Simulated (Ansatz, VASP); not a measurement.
**Li2MoO4 in two plane-wave programs**

Wanted: the spread between two codes on one cell, functional and k mesh. Of the first pair: The structure shown is the start of the Ansatz relaxation below; VASP solves that cell, so the two are compared at the walk's first step.

Main program and level: Ansatz 0.2.0; plane waves, with VASP 6.6.1 beside it; single point at r2SCAN.

**1. Starting point**

The cell holds 42 atoms: 6 Mo, 24 O and 12 Li. Its edges and angles: a = 8.861 Å, b = 8.861 Å, c = 8.861 Å, α = 107.8°, β = 107.8°, γ = 107.8°.

**2. Ansatz: relaxation, r2SCAN**

Ansatz runs on its default PAW (the set named soft_2) files.

The two programs are compared at the cell with which this relaxation starts, whose forces are those of its first step.

Input file input.yaml:

```yaml
crystal:
  lattice:
    - [7.1589, 4.1331928421, 3.1919]
    - [-7.1589, 4.1331928421, 3.1919]
    - [0.0, -8.2663856842, 3.1919]
  atoms:
    - { symbol: Mo, position: [0.445145, 0.034373, 0.268752] }
    - { symbol: Mo, position: [0.034373, 0.268752, 0.445145] }
    - { symbol: Mo, position: [0.268752, 0.445145, 0.034373] }
    - { symbol: Mo, position: [0.554855, 0.965627, 0.731248] }
    - { symbol: Mo, position: [0.965627, 0.731248, 0.554855] }
    - { symbol: Mo, position: [0.731248, 0.554855, 0.965627] }
    - { symbol: O, position: [0.52759, 0.18741, 0.4908] }
    - { symbol: O, position: [0.18741, 0.4908, 0.52759] }
    - { symbol: O, position: [0.4908, 0.52759, 0.18741] }
    - { symbol: O, position: [0.47241, 0.81259, 0.5092] }
    - { symbol: O, position: [0.81259, 0.5092, 0.47241] }
    - { symbol: O, position: [0.5092, 0.47241, 0.81259] }
    - { symbol: O, position: [0.45959, 0.15023, 0.13956] }
    - { symbol: O, position: [0.15023, 0.13956, 0.45959] }
    - { symbol: O, position: [0.13956, 0.45959, 0.15023] }
    - { symbol: O, position: [0.54041, 0.84977, 0.86044] }
    - { symbol: O, position: [0.84977, 0.86044, 0.54041] }
    - { symbol: O, position: [0.86044, 0.54041, 0.84977] }
    - { symbol: O, position: [0.22278, 0.88266, 0.18401] }
    - { symbol: O, position: [0.88266, 0.18401, 0.22278] }
    - { symbol: O, position: [0.18401, 0.22278, 0.88266] }
    - { symbol: O, position: [0.77722, 0.11734, 0.81599] }
    - { symbol: O, position: [0.11734, 0.81599, 0.77722] }
    - { symbol: O, position: [0.81599, 0.77722, 0.11734] }
    - { symbol: O, position: [0.57505, 0.92039, 0.25058] }
    - { symbol: O, position: [0.92039, 0.25058, 0.57505] }
    - { symbol: O, position: [0.25058, 0.57505, 0.92039] }
    - { symbol: O, position: [0.42495, 0.07961, 0.74942] }
    - { symbol: O, position: [0.07961, 0.74942, 0.42495] }
    - { symbol: O, position: [0.74942, 0.42495, 0.07961] }
    - { symbol: Li, position: [0.6285, 0.3907, 0.2256] }
    - { symbol: Li, position: [0.3907, 0.2256, 0.6285] }
    - { symbol: Li, position: [0.2256, 0.6285, 0.3907] }
    - { symbol: Li, position: [0.3715, 0.6093, 0.7744] }
    - { symbol: Li, position: [0.6093, 0.7744, 0.3715] }
    - { symbol: Li, position: [0.7744, 0.3715, 0.6093] }
    - { symbol: Li, position: [0.0667, 0.8939, 0.2978] }
    - { symbol: Li, position: [0.8939, 0.2978, 0.0667] }
    - { symbol: Li, position: [0.2978, 0.0667, 0.8939] }
    - { symbol: Li, position: [0.9333, 0.1061, 0.7022] }
    - { symbol: Li, position: [0.1061, 0.7022, 0.9333] }
    - { symbol: Li, position: [0.7022, 0.9333, 0.1061] }
kpoints:
  mp_grid: { grid: [3, 3, 3] }
scf:
  occupations: { method: fixed }
hamiltonian:
  xc: r2scan
relax:
  f_tol: 0.01
  max_steps: 90
  cell: {}
output:
  forces: true
```

Run with:

```bash
$ ansatz run input.yaml --threads 4 --pin off --max-ram 24576MiB --backend cpu --events-out ev --progress --plain --runs-dir out
```

Numbers of over 12 decimals in the logs are rounded to 6 here.

What it wrote:

```text
Engine: ansatz 0.2.0, aarch64-unknown-linux-gnu
Pseudopotentials: kind: paw
Pseudopotential: Mo, paw, valence charge 14, recommended cutoff 500 eV (meta_gga), Mo.paw.azcp
Pseudopotential: O, paw, valence charge 6, recommended cutoff 500 eV (meta_gga), O.paw.azcp
Pseudopotential: Li, paw, valence charge 3, recommended cutoff 500 eV (meta_gga), Li.paw.azcp
Functional definition: r2SCAN
  parameter k0 = 0.174
  parameter k1 = 0.065
  parameter a1 = 4.9479
  exchange = r2scan_x(k0 = k0, k1 = k1, a1 = a1)
  correlation = r2scan_c
Crystal: 42 atoms, lattice volume = 566.673 Å³
Basis set: ecut = 500 eV, 14411 PW (Γ), exchange–correlation on 288×288×288 points (64 copies of the dense FFT grid, shifted against one another)
Bands: 174, of which v1, the nominal top of the filled ones, is band 132 counted from 1 (131 counted from 0)
Symmetry: 6 space group operations
Space group: R-3 (ITA 148), of the structure as read, at distance tolerance 8.3e-5 Å
k-points: 6 of 27
Non-local potential: Mo, projectors of the file, l = 0: 3, l = 1: 2, l = 2: 2, l = 3: 1
Non-local potential: O, projectors of the file, l = 0: 2, l = 1: 2, l = 2: 1
Non-local potential: Li, projectors of the file, l = 0: 3, l = 1: 2, l = 2: 1
PAW form: soft (Blöchl's): semilocal exchange-correlation on the pseudo side does not see the compensation charge
PAW frozen core: Mo, regenerated for the run's functional (the file was generated under x = pbe(κ = 0.804, μ = 0.219515), c = pbe(β = 0.066725))
PAW frozen core: O, regenerated for the run's functional (the file was generated under x = pbe(κ = 0.804, μ = 0.219515), c = pbe(β = 0.066725))
PAW one-centre angular grid: Mo, 590 points (default); XC on 160 Gauss nodes
PAW one-centre angular grid: O, 302 points (default); XC on 160 Gauss nodes
PAW one-centre angular grid: Li, 302 points (default); XC on 327 of its mesh's 2665 points in the sphere
Initial density: superposition of atomic densities (neutral atoms: chi_scale 0, normalization atom), corrected by the library's trained network
Initial wavefunctions: pseudopotential atomic-orbital guess
Functional: x = r2scan, c = r2scan; τ floored in thin density (d = 2e-4 eV/Å³)
SCF iter   1: F=—  HF=-45948.060399 eV  |F-HF|=—  |Δ(HF+E_count)|=         —  Δρ=1.31e-2  dr2=1.58e0  dr2_τ=2.29e0  ethr=1.77e-3  ⟨swp⟩=5.0  Hψ=3249  notcnv=0  defer=220
preconditioner: auto → Resta (q_TF=auto, 2.402 Å⁻¹)  ε∞=3.8  [insulator: Δε(μ)=5.161 eV  Ē_g=12.954 eV  n_scr=134 (ndim 8)  ℏωp=21.6 eV  f_vac=0.143  ε∞_Penn≈3.8]
SCF iter   2: F=—  HF=-45948.361552 eV  |F-HF|=—  |Δ(HF+E_count)|=   3.01e-1  Δρ=8.39e-3  dr2=2.64e-1  dr2_τ=1.45e-1  ethr=6.00e-4  ⟨swp⟩=3.0  Hψ=1848  notcnv=0  defer=180
SCF iter   3: F=—  HF=-45948.321814 eV  |F-HF|=—  |Δ(HF+E_count)|=   3.97e-2  Δρ=2.59e-3  dr2=1.70e-2  dr2_τ=1.83e-3  ethr=1.00e-4  ⟨swp⟩=2.0  Hψ=1316  notcnv=0  defer=196
automatic band count: iteration 3 solves 168 bands in place of 174: the levels show a gap, and the empty bands left out lie too high to hold charge; the band table lists the bands solved (type scf.n_extra_bands for more)
SCF iter   4: F=—  HF=-45948.321445 eV  |F-HF|=—  |Δ(HF+E_count)|=   3.69e-4  Δρ=5.63e-4  dr2=1.05e-3  dr2_τ=1.37e-4  ethr=6.43e-6  ⟨swp⟩=2.0  Hψ=1309  notcnv=0  defer=203
SCF iter   5: F=—  HF=-45948.321844 eV  |F-HF|=—  |Δ(HF+E_count)|=   3.99e-4  Δρ=3.00e-4  dr2=4.93e-4  dr2_τ=6.59e-5  ethr=3.98e-7  ⟨swp⟩=2.0  Hψ=1366  notcnv=0  defer=144
SCF iter   6: F=—  HF=-45948.321786 eV  |F-HF|=—  |Δ(HF+E_count)|=   5.79e-5  Δρ=6.67e-5  dr2=2.47e-5  dr2_τ=3.93e-6  ethr=1.87e-7  ⟨swp⟩=2.0  Hψ=1317  notcnv=0  defer=144
SCF iter   7: F=—  HF=-45948.321326 eV  |F-HF|=—  |Δ(HF+E_count)|=   4.60e-4  Δρ=2.70e-5  dr2=3.72e-6  dr2_τ=5.42e-7  ethr=9.35e-9  ⟨swp⟩=2.0  Hψ=1294  notcnv=0  defer=144
SCF iter   8: F=—  HF=-45948.321331 eV  |F-HF|=—  |Δ(HF+E_count)|=   4.29e-6  Δρ=1.16e-5  dr2=8.75e-7  dr2_τ=8.38e-8  ethr=1.41e-9  ⟨swp⟩=2.0  Hψ=1407  notcnv=0  defer=144
SCF iter   9: F=—  HF=-45948.321331 eV  |F-HF|=—  |Δ(HF+E_count)|=   4.04e-7  Δρ=8.29e-6  dr2=4.07e-7  dr2_τ=4.39e-8  ethr=3.31e-10  ⟨swp⟩=2.0  Hψ=1429  notcnv=0  defer=144
SCF iter  10: F=-45948.321331 eV  HF=-45948.321331 eV  |F-HF|=1.32e-8  |Δ(HF+E_count)|=   9.88e-8  Δρ=2.94e-6  dr2=5.82e-8  dr2_τ=1.52e-9  ethr=3.79e-11  ⟨swp⟩=2.8  Hψ=2882  notcnv=0
SCF 1 converged in 10 iterations: F = -45948.321331 eV  dr2 = 5.82e-8
  greatest PAW one-centre occupation: 0.999 electrons in one spin orbital (limit 2), on the Li atom at site 33 (counted from 0), in its partial waves of l = 0
relax step   1: F+E_penalty+E_count = -45948.32133112 eV  Δ(F+E_penalty+E_count) = +0.000e0 eV  max|allowed force component| = 2.638e-1 eV/Å  Δτ_max = 0.0000 Å  P = +0.546 GPa  Ω = 566.673 Å³  (10 SCF iters, dr2 threshold 1.00e-7 eV, accepted)
Crystal: 42 atoms, lattice volume = 566.511 Å³
Initial density: handed on by an earlier stage of this run
[...]
preconditioner: auto → Resta (q_TF=auto, 2.404 Å⁻¹)  ε∞=3.9  [insulator: Δε(μ)=4.836 eV  Ē_g=12.725 eV  n_scr=134 (ndim 8)  ℏωp=21.7 eV  f_vac=0.143  ε∞_Penn≈3.9]
SCF iter   2: F=—  HF=-45948.342811 eV  |F-HF|=—  |Δ(HF+E_count)|=   4.64e-4  Δρ=9.01e-6  dr2=4.99e-8  dr2_τ=5.48e-8  ethr=6.71e-11  ⟨swp⟩=2.2  Hψ=1402  notcnv=0  defer=180
[...]
SCF converged after 4 iterations
Free energy (F): -45948.342811 eV
Harris-Foulkes:  -45948.342811 eV  (|F-HF|=6.11e-10)
Internal energy: -45948.342811 eV  (E = F + TS)
E sigma→0 (E₀):  -45948.342811 eV
Fermi energy:    2.052918 eV
--- Per-component energies (eV) ---
  E_band       = -3597.484747
  E_kinetic    = 7113.867221
  E_local      = -23603.858814  (includes V_loc(G=0)·N_el)
  E_nonlocal   = 1580.438503
  E_hartree    = 8606.782439
  E_xc         = -2950.251808
  E_vxc        = -4253.561939  (∫ρ·V_xc dr)
  E_paw        = -23396.301583  (= ΣΔE_a)
  E_vpaw       = -1933.641074  (= ΣTr[D̂ρ^β])
  E_aug_tail   = 0.024045  (compensation charges beyond the density's cutoff)
  E_vtau       = 285.682928  (kinetic-family band-sum trace: ∫τ·v_τ [+ j·A + Jᵃ·Aᵃ] dr)
  E_ewald      = -13296.949010
  E_core_change = -2.093804  (= ΣΔE_core)
  E_smearing   = -0.000000  (= −TS)
  E_closure    = 0.000000  (closes the sum)
  Σ components = -45948.342811   (vs F -45948.342811, Δ=0.00e0)
--- Forces (eV/Å), atoms counted from 1 ---
  atom   1  Mo     0.00155240     0.00030203    -0.00058286
  atom   2  Mo    -0.00051463    -0.00149544    -0.00058286
  atom   3  Mo    -0.00103777     0.00119340    -0.00058286
  atom   4  Mo    -0.00155240    -0.00030203     0.00058286
  atom   5  Mo     0.00051463     0.00149544     0.00058286
  atom   6  Mo     0.00103777    -0.00119340     0.00058286
  atom   7  O     -0.00168218     0.00028874     0.00035705
  atom   8  O      0.00109115     0.00131244     0.00035705
  atom   9  O      0.00059103    -0.00160118     0.00035705
  atom  10  O      0.00168218    -0.00028874    -0.00035705
  atom  11  O     -0.00109115    -0.00131244    -0.00035705
  atom  12  O     -0.00059103     0.00160118    -0.00035705
  atom  13  O      0.00064558    -0.00245039     0.00112839
  atom  14  O     -0.00244489     0.00066610     0.00112839
  atom  15  O      0.00179931     0.00178428     0.00112839
  atom  16  O     -0.00064558     0.00245039    -0.00112839
  atom  17  O      0.00244489    -0.00066610    -0.00112839
  atom  18  O     -0.00179931    -0.00178428    -0.00112839
  atom  19  O     -0.00043645     0.00095287     0.00035201
  atom  20  O      0.00104343    -0.00009845     0.00035201
  atom  21  O     -0.00060698    -0.00085441     0.00035201
  atom  22  O      0.00043645    -0.00095287    -0.00035201
  atom  23  O     -0.00104343     0.00009845    -0.00035201
  atom  24  O      0.00060698     0.00085441    -0.00035201
[...]
atom  35  Li     0.00048578    -0.00025667     0.00093882
  atom  36  Li    -0.00046517    -0.00029237     0.00093882
  atom  37  Li     0.00024480    -0.00039936    -0.00034466
  atom  38  Li    -0.00046826    -0.00001232    -0.00034466
  atom  39  Li     0.00022346     0.00041169    -0.00034466
  atom  40  Li    -0.00024480     0.00039936     0.00034466
  atom  41  Li     0.00046826     0.00001232     0.00034466
  atom  42  Li    -0.00022346    -0.00041169     0.00034466
  max |Σ_I F_I| component: 8.67e-19 eV/Å
--- Stress (GPa, compression-positive) ---
        0.002904       0.000010      -0.000000
       -0.000010       0.002904       0.000000
       -0.000000       0.000000       0.008646
  P = ⅓ Tr σ = 0.0048 GPa (0.048 kbar)
--- Relaxed structure (5 steps of the walk, 5 accepted, 1 SCFs on fresh bases) ---
  F+E_penalty+E_count = -45948.34281096 eV   max|allowed force component| = 2.450e-3 eV/Å   (the final SCF, on the basis selected at the relaxed cell)
  cell:  # Å, volume = 563.7245 Å³
    - [7.154683, 4.130758, 3.179036]
    - [-7.154683, 4.130758, 3.179036]
    - [3.7844355548809425e-19, -8.261516, 3.179036]
  atoms:
    - { symbol: Mo, position: [0.445076, 0.034369, 0.268674] }
    - { symbol: Mo, position: [0.034369, 0.268674, 0.445076] }
    - { symbol: Mo, position: [0.268674, 0.445076, 0.034369] }
    - { symbol: Mo, position: [0.554924, 0.965631, 0.731326] }
    - { symbol: Mo, position: [0.965631, 0.731326, 0.554924] }
    - { symbol: Mo, position: [0.731326, 0.554924, 0.965631] }
    - { symbol: O, position: [0.528503, 0.187674, 0.492225] }
    - { symbol: O, position: [0.187674, 0.492225, 0.528503] }
    - { symbol: O, position: [0.492225, 0.528503, 0.187674] }
    - { symbol: O, position: [0.471497, 0.812326, 0.507775] }
    - { symbol: O, position: [0.812326, 0.507775, 0.471497] }
    - { symbol: O, position: [0.507775, 0.471497, 0.812326] }
    - { symbol: O, position: [0.458944, 0.151607, 0.139865] }
    - { symbol: O, position: [0.151607, 0.139865, 0.458944] }
    - { symbol: O, position: [0.139865, 0.458944, 0.151607] }
    - { symbol: O, position: [0.541056, 0.848393, 0.860135] }
    - { symbol: O, position: [0.848393, 0.860135, 0.541056] }
    - { symbol: O, position: [0.860135, 0.541056, 0.848393] }
    - { symbol: O, position: [0.221514, 0.881592, 0.182779] }
    - { symbol: O, position: [0.881592, 0.182779, 0.221514] }
    - { symbol: O, position: [0.182779, 0.221514, 0.881592] }
    - { symbol: O, position: [0.778486, 0.118408, 0.817221] }
    - { symbol: O, position: [0.118408, 0.817221, 0.778486] }
    - { symbol: O, position: [0.817221, 0.778486, 0.118408] }
    - { symbol: O, position: [0.575171, 0.919931, 0.249620] }
    - { symbol: O, position: [0.919931, 0.249620, 0.575171] }
    - { symbol: O, position: [0.249620, 0.575171, 0.919931] }
    - { symbol: O, position: [0.424829, 0.080069, 0.750380] }
    - { symbol: O, position: [0.080069, 0.750380, 0.424829] }
    - { symbol: O, position: [0.750380, 0.424829, 0.080069] }
    - { symbol: Li, position: [0.628923, 0.392122, 0.224285] }
    - { symbol: Li, position: [0.392122, 0.224285, 0.628923] }
    - { symbol: Li, position: [0.224285, 0.628923, 0.392122] }
    - { symbol: Li, position: [0.371077, 0.607878, 0.775715] }
    - { symbol: Li, position: [0.607878, 0.775715, 0.371077] }
    - { symbol: Li, position: [0.775715, 0.371077, 0.607878] }
    - { symbol: Li, position: [0.067144, 0.893636, 0.297579] }
    - { symbol: Li, position: [0.893636, 0.297579, 0.067144] }
    - { symbol: Li, position: [0.297579, 0.067144, 0.893636] }
    - { symbol: Li, position: [0.932856, 0.106364, 0.702421] }
    - { symbol: Li, position: [0.106364, 0.702421, 0.932856] }
    - { symbol: Li, position: [0.702421, 0.932856, 0.106364] }
```

In the SCF lines HF is the Harris–Foulkes energy and dr2 the Hartree energy of the density residual, in eV; the loop may stop once dr2 is under the threshold and the program's other checks hold. Hψ counts applications of the Hamiltonian.

(Continued in part 2 of 2.)

[Lines on the potential files, build, host, timing and source positions are cut from VASP's logs without a mark.]

[Logs are printed without paths, hosts, clocks, repeated set-up lines and the standing remarks that a program may print on its own settings, such as how far it seeks lower states.]

[Hosts, paths, dates, database ids (printed as entryN), source tags and the programs' standing remarks are cut or masked in the printed files.]
